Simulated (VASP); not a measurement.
**Ag: a series in biaxial strain in the (111) plane**

How do stress and energy of Ag follow biaxial strain in the (111) plane?

Method: r2SCAN; plane waves and PAW (Ag), in the first sound run; inputs show where later runs differ, in VASP 6.6.1.

Most raw output is cut from this account.

## (1) Starting point

The structure is cubic, space group Fm-3m (No. 225). The conventional cell has a = 4.090 Å, b = 4.090 Å, c = 4.090 Å, α = 90.00°, β = 90.00°, γ = 90.00°. Nearest to Ag lie 12 Ag at 2.89 Å.

As a file:

```cif
data_structure
_symmetry_space_group_name_H-M 'P 1'
_symmetry_Int_Tables_number 1
_cell_length_a 2.8921
_cell_length_b 2.8921
_cell_length_c 2.8921
_cell_angle_alpha 60.000
_cell_angle_beta 60.000
_cell_angle_gamma 60.000
_cell_volume 17.10
loop_
_atom_site_label
_atom_site_type_symbol
_atom_site_fract_x
_atom_site_fract_y
_atom_site_fract_z
_atom_site_occupancy
Ag1 Ag 0.00000 0.00000 0.00000 1
```

## (2) Relax the crystal, r2SCAN

The series starts from the cell that this level prefers, so that zero strain is near zero stress.

This step took 2 runs in a row; the last is shown.

Level: r2SCAN; plane waves and PAW (Ag).

INCAR reads:

```
SYSTEM = Ag
PREC = Accurate
ENCUT = 450
EDIFF = 1E-07
NELM = 120
ISMEAR = 1
SIGMA = 0.15
LREAL = .FALSE.
ALGO = Normal
METAGGA = R2SCAN
LASPH = .TRUE.
NBANDS = 11
LORBIT = 11
LWAVE = .FALSE.
LCHARG = .FALSE.
KPAR = 8
IBRION = 2
NSW = 40
ISIF = 3
EDIFFG = -0.005
POTIM = 0.4
```

POSCAR reads:

```
Ag
1.0
    0.0000000000      2.0532657532      2.0532657532
    2.0532657532      0.0000000000      2.0532657532
    2.0532657532      2.0532657532      0.0000000000
Ag
1
Direct
    0.0000000000      0.0000000000      0.0000000000
```

KPOINTS reads:

```
Automatic mesh
0
Gamma
25 25 25
0 0 0
```

The projector-augmented-wave data sets are Ag (PBE family, release 64).

Run with:

```console
$ mpirun -np 8 vasp_std
```

It took 85 s on 8 MPI ranks of Intel Xeon Platinum 8488C (Sapphire Rapids), shared host; peak memory 1.5 GiB; 11 min of CPU time.

Numbers from this step:

| Item | Value |
| --- | --- |
| energy(sigma→0) of the program | -21.3560 eV |
| stress, compression positive | 0.01 along [111], 0.01 across it (mean), GPa |
| volume | 17.318 Å³ |
| ionic steps | 3 |

## (3) Strain along the normal, r2SCAN

One member in full: the plane is strained by 0.5 %, and the strain along the normal is moved by secant steps until the normal stress is under 0.012 GPa or five steps are spent; the atoms relax at each step.

This step took 3 runs, each at a new trial strain with the atoms of the one before; the last is shown.

Level: r2SCAN; plane waves and PAW (Ag).

INCAR, as its differences from that of step 2:

```diff
@@ -15,7 +15,7 @@
 LCHARG = .FALSE.
-KPAR = 8
-IBRION = 2
-NSW = 40
-ISIF = 3
-EDIFFG = -0.005
-POTIM = 0.4
+KPAR = 2
+IBRION = 1
+NSW = 25
+ISIF = 2
+EDIFFG = -0.004
+POTIM = 0.3
```

POSCAR reads:

```
Ag
1.0
   -0.0143980720      2.0493509430      2.0493509430
    2.0493509430     -0.0143980720      2.0493509430
    2.0493509430      2.0493509430     -0.0143980720
Ag
1
Direct
    0.0000000000      0.0000000000      0.0000000000
```

KPOINTS is that of step 2.

Run with:

```console
$ mpirun -np 2 vasp_std
```

Run time: 6 min. Hardware: 2 MPI ranks; peak memory 0.64 GiB; 12 min of CPU time.

This run gave:

| Quantity | Value |
| --- | --- |
| energy(sigma→0) of the program | -21.3557 eV |
| stress, compression positive | 0.00 along [111], -0.67 across it (mean), GPa |
| ionic steps | 1 |

## (4) The whole series

The other members went through these steps as far as the tables show, with the same cutoff and, step by step, the same mesh; 29 runs are not shown. The session took 6.4 core hours (wall time by ranks) on a shared machine.

```csv
in-plane strain (%),strain along the normal (%),"in-plane stress, tension positive (GPa)","energy above the unstrained row, extrapolated to no smearing (meV/atom)"
-2.000,2.002,-3.673,7.342
-1.500,1.525,-2.584,3.993
-1.000,1.030,-1.627,1.705
-0.500,0.526,?,?
0,-0.006,0.002,0.000
0.500,-0.552,0.669,0.343
1.000,-1.081,1.313,1.361
1.500,-1.581,1.954,3.091
2.000,-2.046,2.587,5.521
```

## (5) Stress from the known rows

Fitting a parabola to the 8 known rows (e: strain in %) gives stress = − 0.1282 e² + 1.534 e − 0.02900 in GPa; the residuals are 0.050 GPa r.m.s.

At e = -0.5 this predicts -0.828 GPa.

## (6) The withheld row

The calculation gives -0.756 GPa, so the prediction is 0.072 GPa too low, within twice the residual of the fit.

Slopes at zero strain, from cubics through all rows: strain ratio -1.071, stress over strain 144 GPa.

## (7) Outcome

* error of the predicted stress: -0.072 GPa
* ratio of normal to in-plane strain: -1.071
* biaxial modulus: 144 GPa

As a check, the curvature of the energy gives 141 GPa for the same modulus (energy per volume = M × strain²), 2 % from the slope of the stress; these energies are extrapolated to no smearing, while the stress belongs to the free energy, so part of the difference may come from that. These are static values: temperature and zero-point motion are left out. In a metal the slopes also depend on mesh and smearing, which were held through the series.

[Lines on the potential files, build, host, timing and source positions are cut from VASP's logs without a mark.]

[Logs are printed without paths, hosts, clocks, repeated set-up lines and the standing remarks that a program may print on its own settings, such as how far it seeks lower states.]

[Hosts, paths, dates, database ids (printed as entryN), source tags and the programs' standing remarks are cut or masked in the printed files.]

[In band tables of VASP the shares of atoms and orbitals are scaled to a sum of 1 inside the atoms' spheres.]
